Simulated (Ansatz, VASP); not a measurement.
## Al6Hg in VASP and in Ansatz

```xyz
7
Lattice="6.3082 0.0000 0.0000 0.0000 6.3082 0.0000 0.0000 0.0000 6.3082" Properties=species:S:1:pos:R:3 pbc="T T T"
Al    1.2550    3.1541    3.1541
Al    3.1541    5.0532    3.1541
Al    3.1541    1.2550    3.1541
Al    5.0532    3.1541    3.1541
Al    3.1541    3.1541    1.2550
Al    3.1541    3.1541    5.0532
Hg    0.0000    0.0000    0.0000
```

Change from the starting cell: species swapped into the TmB6 type (Pm-3m, No. 221).

Alike in both runs: functional PBE; k mesh 6 × 6 × 6; occupations gaussian, width 0.1 eV; no spin polarisation.

Ansatz relaxed the structure, and its values are those at the end. VASP's run is a single point on that final structure, the one shown.

|  | VASP | Ansatz |
| --- | --- | --- |
| version | VASP 6.6.1 | Ansatz 0.2.0 |
| potentials or method | VASP PAW PBE potentials, release 64 (Al, Hg) | scalar-relativistic, plane waves, PAW |
| plane-wave cutoff (eV) | 520 | 420 |
| valence electrons in the cell | 30 | 38 |

|  | VASP | Ansatz | Ansatz less VASP |
| --- | --- | --- | --- |
| gap on the k mesh at the Fermi level (eV) | none | none | - |
| pressure (GPa) | 0.0 | 0.0 | +0.02 |
| rms of the force components (eV/Å) | 0.003 | 0.003 | +0.0005 |

A gap of «none» marks a metal or a gap that the smearing closes. The two sets of potentials don't hold the same shells in valence.

Spin-orbit coupling is left out, which matters for the levels of Hg.
